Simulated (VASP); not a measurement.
OSZICAR of a VASP run on ErBi (a trial cell in the tenorite structure, space group C2/c):

File OSZICAR:
```
       N       E                     dE             d eps       ncg     rms          rms(c)
DAV:   1     0.389563227946E+03    0.38956E+03   -0.20714E+04  2120   0.140E+03
DAV:   2     0.235229343927E+02   -0.36604E+03   -0.36096E+03  2232   0.639E+02
DAV:   3    -0.151480914784E+02   -0.38671E+02   -0.36800E+02  2292   0.179E+02
DAV:   4    -0.176494071294E+02   -0.25013E+01   -0.24362E+01  2272   0.464E+01
DAV:   5    -0.177715565393E+02   -0.12215E+00   -0.11777E+00  2432   0.128E+01    0.163E+01
DAV:   6    -0.163981924386E+02    0.13734E+01   -0.36541E+00  2112   0.105E+01    0.111E+01
DAV:   7    -0.163261877129E+02    0.72005E-01   -0.16930E+00  2288   0.951E+00    0.243E+00
DAV:   8    -0.162929879422E+02    0.33200E-01   -0.67510E-01  2048   0.456E+00    0.516E-01
DAV:   9    -0.162829528234E+02    0.10035E-01   -0.89117E-02  2288   0.231E+00    0.246E-01
DAV:  10    -0.162832583550E+02   -0.30553E-03   -0.39068E-03  2264   0.564E-01    0.153E-01
DAV:  11    -0.162834296444E+02   -0.17129E-03   -0.82092E-04  2384   0.242E-01    0.492E-02
DAV:  12    -0.162834266634E+02    0.29810E-05   -0.11821E-04  2256   0.873E-02    0.770E-03
DAV:  13    -0.162834320281E+02   -0.53647E-05   -0.16457E-05  1776   0.325E-02    0.252E-03
DAV:  14    -0.162834324468E+02   -0.41869E-06   -0.43801E-08  1048   0.172E-02
   1 F= -.16283432E+02 E0= -.16283764E+02  d E =0.993496E-03
```

Task: Which electronic solver shows in the log?

Result: It is blocked Davidson (ALGO = Normal, or the opening steps of other solvers). The INCAR had ALGO = Normal.

Task: Can the final energy be trusted as converged?

Result: The run converged. It stopped with EDIFF = 1E-6, NELM = 100 (PBE GGA, plane waves, VASP's PBE PAW potentials (set 64)). The 4f electrons are frozen in the core of the lanthanide potential, so 4f levels, which can set the real gap, and their magnetism are missing.

The structure was generated: ErBi was put into the tenorite type (C2/c), which need not be its known phase. The cell was not relaxed at this level.
